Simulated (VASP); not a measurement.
A convergence study with VASP on CdS (zinc blende): a few settings are varied, all else stays as given below, so the limit is that of these other settings. The cell's lengths are 1 % over those of the tabulated start and one atom is moved, so it is off equilibrium.

```yaml
crystal:
  lattice:
    - [0.00000, 2.93910, 2.93910]
    - [2.93910, 0.00000, 2.93910]
    - [2.93910, 2.93910, 0.00000]
  atoms:
    - { symbol: Cd, position: [0.00000, 0.00000, 0.00000] }
    - { symbol: S, position: [0.23969, 0.26031, 0.26031] }
```

Level of theory: PBEsol GGA, VASP's PBE PAW potentials (set 64) (plane waves; VASP 6.6.1). The last row used: 550 eV cut-off, 7×7×7 Γ-centred mesh, Gaussian smearing of 0.050 eV, potentials Cd S.

| setting | E (eV/atom) | pressure (GPa) | electronic steps |
|---|---|---|---|
| ALGO = Normal, EDIFF = 1E-2 | -3.4003 | -3.34 | 8 |
| ALGO = Normal, EDIFF = 1E-3 | -3.4002 | -0.97 | 9 |
| ALGO = Normal, EDIFF = 1E-4 | -3.4002 | -1.11 | 10 |
| ALGO = Normal, EDIFF = 1E-5 | -3.4002 | -1.16 | 12 |
| ALGO = Normal, EDIFF = 1E-6 | -3.4002 | -1.16 | 13 |
| ALGO = Normal, EDIFF = 1E-7 | -3.4002 | -1.17 | 15 |
| ALGO = Normal, EDIFF = 1E-8 | -3.4002 | -1.17 | 16 |
| ALGO = Normal, EDIFF = 1E-9 | -3.4002 | -1.17 | 19 |
| ALGO = Fast, EDIFF = 1E-2 | -3.4002 | -1.47 | 8 |
| ALGO = Fast, EDIFF = 1E-3 | -3.4002 | -1.24 | 9 |
| ALGO = Fast, EDIFF = 1E-4 | -3.4002 | -0.89 | 10 |
| ALGO = Fast, EDIFF = 1E-5 | -3.4002 | -1.18 | 13 |
| ALGO = Fast, EDIFF = 1E-6 | -3.4002 | -1.12 | 14 |
| ALGO = Fast, EDIFF = 1E-7 | -3.4002 | -1.16 | 16 |
| ALGO = Fast, EDIFF = 1E-8 | -3.4002 | -1.16 | 17 |
| ALGO = Fast, EDIFF = 1E-9 | -3.4002 | -1.17 | 20 |
| ALGO = All, EDIFF = 1E-2 | -3.4001 | -1.43 | 10 |
| ALGO = All, EDIFF = 1E-3 | -3.4002 | -1.08 | 11 |
| ALGO = All, EDIFF = 1E-4 | -3.4002 | -1.18 | 12 |
| ALGO = All, EDIFF = 1E-5 | -3.4002 | -1.18 | 13 |
| ALGO = All, EDIFF = 1E-6 | -3.4002 | -1.17 | 15 |
| ALGO = All, EDIFF = 1E-7 | -3.4002 | -1.17 | 16 |
| ALGO = All, EDIFF = 1E-8 | -3.4002 | -1.17 | 19 |
| ALGO = All, EDIFF = 1E-9 | -3.4002 | -1.17 | 19 |

Left out are rungs that failed or repeat a setting and relaxations that didn't move; long series are thinned to 24 rows.

The compound is CdS in the zinc blende structure, a metastable form; wurtzite is the usual one. The cell was not relaxed at this level, it is distorted from the ideal structure.
